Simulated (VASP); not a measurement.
Calculation: PBEsol GGA, VASP's PBE PAW potentials (set 64) (plane waves; VASP).

The input files of a VASP run:

KPOINTS:
```
Automatic mesh
0
Gamma
10 6 1
0 0 0
```

### POSCAR
```
Mo(211) slab
23.8746590
  0.1136569532   0.0000000000   0.0000000000
  0.0000000000   0.1856010404   0.0000000000
  0.0000000000   0.0000000000   0.9999999936
Mo
7
direct
  0.4802440679   0.5000000000   0.3472664761
  0.8311102329   0.0000000000   0.3923523114
  0.1802328709   0.5000000000   0.4454528079
  0.5000000000   0.0000000000   0.5000000000
  0.8197671291   0.5000000000   0.5545471921
  0.1688897671   0.0000000000   0.6076476886
  0.5197559321   0.5000000000   0.6527335239
```

**INCAR**
```
ALGO = Normal
DIPOL = 0.5 0.5 0.5
EDIFF = 1E-6
ENCUT = 400
GGA = PS
IDIPOL = 3
ISMEAR = 1
LASPH = .True.
LCHARG = .False.
LDIPOL = .True.
LMAXMIX = 4
LORBIT = 11
LREAL = .False.
LVHAR = .True.
LWAVE = .False.
NELM = 100
NELMIN = 4
PREC = Normal
SIGMA = 0.1
SYSTEM = Mo(211) slab
```

POTCAR, in this order: Mo_sv (PBE.64 set). Program: vasp_std. Read from the step before: WAVECAR.

Output

File OSZICAR:
```
       N       E                     dE             d eps       ncg     rms          rms(c)
DAV:   1    -0.775691626701E+02   -0.77569E+02   -0.15658E-03  3500   0.222E-01    0.114E-01
DAV:   2    -0.775696471721E+02   -0.48450E-03   -0.91775E-03  3432   0.542E-01    0.206E-01
DAV:   3    -0.775689078924E+02    0.73928E-03   -0.35362E-03  3582   0.342E-01    0.242E-02
DAV:   4    -0.775689056008E+02    0.22916E-05   -0.11751E-04  3498   0.506E-02    0.743E-03
DAV:   5    -0.775689059553E+02   -0.35444E-06   -0.73636E-06  3074   0.110E-02
   1 F= -.77568906E+02 E0= -.77569259E+02  d E =0.105974E-02
```

OUTCAR:
```
------------------------ aborting loop because EDIFF is reached ----------------------------------------
  FORCE on cell =-STRESS in cart. coord.  units (eV):
  Direction    XX          YY          ZZ          XY          YZ          ZX
  --------------------------------------------------------------------------------------
  Total       -5.3717725     -4.3273638     -0.5884787      0.0000000      0.0000000      0.2181803
  in kB      -29.9805951    -24.1516078     -3.2843798      0.0000000      0.0000000      1.2176940
  external PRESSURE =     -19.1388609 kB  Pullay stress =       0.0000000 kB
  volume of cell :      287.07
      direct lattice vectors                 reciprocal lattice vectors
     2.713521000  0.000000000  0.000000000     0.368524880  0.000000000  0.000000000
     0.000000000  4.431161549  0.000000000     0.000000000  0.225674462  0.000000000
     0.000000000  0.000000000 23.874658847     0.000000000  0.000000000  0.041885415
 POSITION                                       TOTAL-FORCE (eV/Angst)
 -----------------------------------------------------------------------------------
      1.30315      2.21558      8.29087        -0.024098      0.000000     -0.012485
      2.25524      0.00000      9.36728        -0.005220     -0.000000      0.004581
      0.48907      2.21558     10.63503        -0.010392     -0.000000      0.001535
      1.35676      0.00000     11.93733         0.000000     -0.000000      0.000000
      2.22446      2.21558     13.23963         0.010392     -0.000000     -0.001535
      0.45829      0.00000     14.50738         0.005220     -0.000000     -0.004581
      1.41037      2.21558     15.58379         0.024098     -0.000000      0.012485
 -----------------------------------------------------------------------------------
    total drift:                               -0.000000      0.000000      0.000000
  FREE ENERGIE OF THE ION-ELECTRON SYSTEM (eV)
  ---------------------------------------------------
  free  energy   TOTEN  =       -77.5689059553 eV

  energy  without entropy=      -77.5699656932  energy(sigma->0) =      -77.56925920

 total charge

# of ion       s       p       d       tot
------------------------------------------
    1        2.406   6.104   4.041  12.551
    2        2.390   6.185   3.947  12.521
    3        2.398   6.213   3.989  12.601
    4        2.384   6.213   3.942  12.539
    5        2.398   6.213   3.989  12.601
    6        2.390   6.185   3.947  12.521
    7        2.406   6.104   4.041  12.551
--------------------------------------------------
tot         16.772  43.216  27.897  87.885
```
(Selected blocks of OUTCAR.)

The cell is a thin slab with vacuum, built from Mo (bcc): (211) face.
